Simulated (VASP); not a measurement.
Runs of VASP 6.6.1 on KBr. The structure is cubic, space group Fm-3m (No. 225). Conventional cell: a = 6.600 Å, b = 6.600 Å, c = 6.600 Å, α = 90.00°, β = 90.00°, γ = 90.00°. K (site symmetry m-3m) has 6 Br at 3.30 Å as nearest neighbours. Around Br (site symmetry m-3m) lie 6 K at 3.30 Å. 

```csv
task,cell,cutoff (eV),smearing,gap on the mesh (eV),pressure (GPa),relaxed volume (Å³/atom)
relaxation of cell and atoms,relaxed,600,gaussian 0.02 eV,4.30,0.0,37.79
single point,"Fm-3m, 38.74 Å³/atom",520,gaussian 0.02 eV,(a),-0.3,-
single point,"Fm-3m, 37.61 Å³/atom",520,gaussian 0.02 eV,4.31,(b),-
single point,cell and atoms relaxed tightly for response,520,gaussian 0.01 eV,4.31,0.0,-
single point,"Fm-3m, 36.48 Å³/atom",520,gaussian 0.02 eV,4.39,0.5,-
relaxation of cell and atoms,relaxed from: cell and atoms relaxed tightly for response,600,gaussian 0.01 eV,4.30,0.0,37.81
```

Alike in all rows: level PBE; potentials or basis VASP PAW PBE potentials, release 64 (K_sv, Br); no spin polarisation; k mesh 6 × 6 × 6.

Question: Estimate the missing entries.

Answer: (a) 4.24; (b) 0.1.

A k mesh can miss the band edges, and the runs leave out spin-orbit coupling on Br.
